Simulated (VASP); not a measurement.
Data:

```
CELL_PARAMETERS angstrom
      0.00000     2.93487     2.93487
      2.93487     0.00000     2.93487
      2.93487     2.93487     0.00000
ATOMIC_POSITIONS crystal
  Cd 0.00000 0.00000 0.00000
  S  0.25000 0.25000 0.25000
```

Level of theory: SCAN meta-GGA, VASP's PBE PAW potentials (set 64) (plane waves; VASP 6.6.1). Run with 520 eV cut-off, 9×9×9 Γ-centred mesh, tetrahedra with Blöchl corrections, potentials Cd S.

Question: Predict the energy per atom (σ→0), band gap (over mesh and band path) with the smallest direct gap where there is one.

Answer: 
- band gap (over mesh and band path): 1.47 eV
- smallest direct gap (over mesh and band path): 1.47 eV
- energy per atom (σ→0): -20.772 eV/atom

The compound is CdS in the zinc blende structure, a metastable form; wurtzite is the usual one. It was relaxed first.
